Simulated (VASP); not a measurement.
Level of theory: PBE GGA, VASP's PBE PAW potentials (set 64) (plane waves; VASP).

The input files of a VASP run:

File KPOINTS:
```
Automatic mesh
0
Gamma
5 5 4
0 0 0
```

INCAR:
```
# general
SYSTEM = SiO2
PREC   = Accurate
ENCUT  = 480
LREAL  = .FALSE.   # projection in real space or not
LASPH  = .TRUE.   # aspherical one-centre terms

# electronic loop
EDIFF  = 1E-6   # SCF stop (eV)
NELM   = 100
ALGO   = Normal

# smearing
ISMEAR = 0   # Gaussian
SIGMA  = 0.05   # width (eV)

# functional
GGA    = PE

# ions
IBRION = 2
NSW    = 60   # most ionic steps
ISIF   = 3   # ions, shape and volume
EDIFFG = -0.02

# output
LWAVE  = .FALSE.
LCHARG = .FALSE.
```

**POSCAR**
```
SiO2
1.0
  2.5030819892  -4.3354653022   0.0000000000
  2.5030819892   4.3354653022   0.0000000000
  0.0000000000   0.0000000000   5.4940698666
Si O
3 6
Cartesian
  1.1879384129   2.0575697450   1.8313547908
  2.6302871526   0.0000000000   0.0000000000
  1.1879384129  -2.0575697450   3.6627150758
  1.6864862791   0.6708567852   1.1459362122
  3.5819418366   1.1251116087   4.8086512880
  2.2408178519  -2.5394969075   2.5167733694
  3.5819418366  -1.1251116087   0.6854185786
  1.6864862791  -0.6708567852   4.3481336544
  2.2408178519   2.5394969075   2.9772964972
```

POTCAR, in this order: Si O (PBE.64 set). Program: vasp_std.

The resulting files:

File OSZICAR:
```
       N       E                     dE             d eps       ncg     rms          rms(c)
DAV:   1     0.304459351810E+03    0.30446E+03   -0.24498E+04   986   0.143E+03
DAV:   2    -0.597934343388E+02   -0.36425E+03   -0.35517E+03  1318   0.332E+02
DAV:   3    -0.802523292321E+02   -0.20459E+02   -0.20403E+02  1156   0.895E+01
DAV:   4    -0.805270708926E+02   -0.27474E+00   -0.27429E+00  1156   0.112E+01
DAV:   5    -0.805329743404E+02   -0.59034E-02   -0.59008E-02  1146   0.161E+00    0.248E+01
DAV:   6    -0.710937485248E+02    0.94392E+01   -0.42934E+01  1121   0.364E+01    0.114E+01
DAV:   7    -0.711261181373E+02   -0.32370E-01   -0.10008E+00  1232   0.549E+00    0.438E+00
DAV:   8    -0.711329620332E+02   -0.68439E-02   -0.48184E-02  1146   0.186E+00    0.155E+00
DAV:   9    -0.711455934923E+02   -0.12631E-01   -0.22062E-02  1126   0.122E+00    0.348E-01
DAV:  10    -0.711473270856E+02   -0.17336E-02   -0.41486E-03  1146   0.378E-01    0.103E-01
DAV:  11    -0.711472057579E+02    0.12133E-03   -0.13626E-03  1151   0.221E-01    0.176E-02
DAV:  12    -0.711472116854E+02   -0.59275E-05   -0.33659E-05  1151   0.379E-02    0.147E-02
DAV:  13    -0.711472138008E+02   -0.21155E-05   -0.12992E-05  1146   0.210E-02    0.292E-03
DAV:  14    -0.711472142887E+02   -0.48785E-06   -0.44216E-07   743   0.437E-03
   1 F= -.71147214E+02 E0= -.71147214E+02  d E =-.711472E+02
       N       E                     dE             d eps       ncg     rms          rms(c)
DAV:   1    -0.711470730965E+02    0.14070E-03   -0.89897E-02  1026   0.211E+00    0.150E-01
DAV:   2    -0.711471312427E+02   -0.58146E-04   -0.26724E-03  1156   0.334E-01    0.415E-02
DAV:   3    -0.711470857358E+02    0.45507E-04   -0.77203E-05  1151   0.665E-02    0.231E-02
DAV:   4    -0.711470746697E+02    0.11066E-04   -0.42397E-05  1141   0.480E-02    0.441E-03
DAV:   5    -0.711470750629E+02   -0.39325E-06   -0.62698E-06  1036   0.164E-02
   2 F= -.71147075E+02 E0= -.71147075E+02  d E =0.139226E-03
       N       E                     dE             d eps       ncg     rms          rms(c)
DAV:   1    -0.711472731506E+02   -0.19848E-03   -0.37472E-02  1016   0.136E+00    0.950E-02
DAV:   2    -0.711472967742E+02   -0.23624E-04   -0.11195E-03  1156   0.217E-01    0.269E-02
DAV:   3    -0.711472778260E+02    0.18948E-04   -0.32201E-05  1151   0.431E-02    0.152E-02
DAV:   4    -0.711472730671E+02    0.47589E-05   -0.18233E-05  1141   0.316E-02    0.282E-03
DAV:   5    -0.711472734446E+02   -0.37749E-06   -0.27607E-06   985   0.109E-02
   3 F= -.71147273E+02 E0= -.71147273E+02  d E =-.591559E-04
```

File OUTCAR:
```
------------------------ aborting loop because EDIFF is reached ----------------------------------------
  FORCE on cell =-STRESS in cart. coord.  units (eV):
  Direction    XX          YY          ZZ          XY          YZ          ZX
  --------------------------------------------------------------------------------------
  Total       -0.0041964     -0.0041964      0.0488223      0.0000000     -0.0000000      0.0000000
  in kB       -0.0563714     -0.0563714      0.6558443      0.0000000     -0.0000000      0.0000000
  external PRESSURE =       0.1810338 kB  Pullay stress =       0.0000000 kB
  volume of cell :      119.27
      direct lattice vectors                 reciprocal lattice vectors
     2.503299978 -4.335842869  0.000000000     0.199736350 -0.115317832  0.000000000
     2.503299978  4.335842869  0.000000000     0.199736350  0.115317832 -0.000000000
     0.000000000  0.000000000  5.494290187    -0.000000000  0.000000000  0.182007132
 POSITION                                       TOTAL-FORCE (eV/Angst)
 -----------------------------------------------------------------------------------
      3.69143     -2.27794      1.83143        -0.009426     -0.016326     -0.000000
      2.63034      0.00000      0.00000         0.018852      0.000000      0.000000
      3.69143      2.27794      3.66286        -0.009426      0.016326      0.000000
      1.68682      0.67070      1.14552        -0.002703      0.008633     -0.008006
      3.58235      1.12548      4.80838        -0.006125     -0.006657     -0.008006
      2.24073     -2.53967      2.51734         0.008828      0.001976      0.008006
      3.58235     -1.12548      0.68591        -0.006125      0.006657      0.008006
      1.68682     -0.67070      4.34877        -0.002703     -0.008633      0.008006
      2.24073      2.53967      2.97695         0.008828     -0.001976     -0.008006
 -----------------------------------------------------------------------------------
    total drift:                               -0.001459      0.000954      0.000001
  FREE ENERGIE OF THE ION-ELECTRON SYSTEM (eV)
  ---------------------------------------------------
  free  energy   TOTEN  =       -71.1472734446 eV

  energy  without entropy=      -71.1472734446  energy(sigma->0) =      -71.14727344

 reached required accuracy - stopping structural energy minimisation
```
(Selected blocks of OUTCAR.)

CONTCAR:
```
SiO2
   1.00000000000000
     2.5032999775880129   -4.3358428691952149    0.0000000000000000
     2.5032999775880129    4.3358428691952149    0.0000000000000000
     0.0000000000000000    0.0000000000000000    5.4942901869029299
  Si              O
     3     6
Direct
     0.9999999999999996    0.4746249993581739    0.3333330000000032
     0.5253750006418265    0.5253750006418265    0.0000000000000000
     0.4746249993581739    0.9999999999999996    0.6666669999999968
     0.2595751677964102    0.4142613908342513    0.2084921029495992
     0.5857386091657473    0.8453137768621637    0.8751591029496032
     0.7404248322035902    0.1546862231378372    0.4581738970504001
     0.8453137768621637    0.5857386091657473    0.1248408970503968
     0.4142613908342513    0.2595751677964102    0.7915078970504007
     0.1546862231378372    0.7404248322035902    0.5418261029496000
```

File OUTCAR:
```
 val. band max:        0.6887456752   @ k =   0.4000   0.2000   0.0000

 cond. band min:       6.3954204867   @ k =   0.0000   0.0000   0.0000


 Fermi energy:         0.9649438315

 k-point     1 :       0.0000    0.0000    0.0000
  band No.  band energies     occupation
      1     -18.5530      2.00000
      2     -17.1054      2.00000
      3     -17.1053      2.00000
      4     -16.5054      2.00000
      5     -16.4687      2.00000
      6     -16.4686      2.00000
      7      -7.5431      2.00000
      8      -7.5431      2.00000
      9      -4.6987      2.00000
     10      -4.6305      2.00000
     11      -4.4725      2.00000
     12      -4.4724      2.00000
     13      -2.0990      2.00000
     14      -2.0989      2.00000
     15      -1.9487      2.00000
     16      -1.6909      2.00000
     17      -0.7837      2.00000
     18      -0.7837      2.00000
     19      -0.7785      2.00000
     20      -0.2550      2.00000
     21      -0.2550      2.00000
     22       0.1375      2.00000
     23       0.3724      2.00000
     24       0.3725      2.00000
     25       6.3954      0.00000
     26       9.7780      0.00000
     27       9.7781      0.00000
     28      10.0978      0.00000
     29      10.0978      0.00000

 k-point     2 :       0.2000   -0.0000    0.0000
  band No.  band energies     occupation
      1     -18.4441      2.00000
      2     -17.2363      2.00000
      3     -17.0924      2.00000
      4     -16.5236      2.00000
      5     -16.4864      2.00000
      6     -16.4758      2.00000
      7      -7.5929      2.00000
      8      -7.2877      2.00000
      9      -4.7214      2.00000
     10      -4.6799      2.00000
     11      -4.6327      2.00000
     12      -4.2597      2.00000
     13      -2.2649      2.00000
     14      -2.0280      2.00000
     15      -1.9008      2.00000
     16      -1.4733      2.00000
     17      -1.1378      2.00000
     18      -0.8528      2.00000
     19      -0.7859      2.00000
...
```

The compound is SiO2 in the quartz structure. This run relaxes it. Symmetry was kept, so distortions that lower it aren't found. The start is the result of an earlier pass.
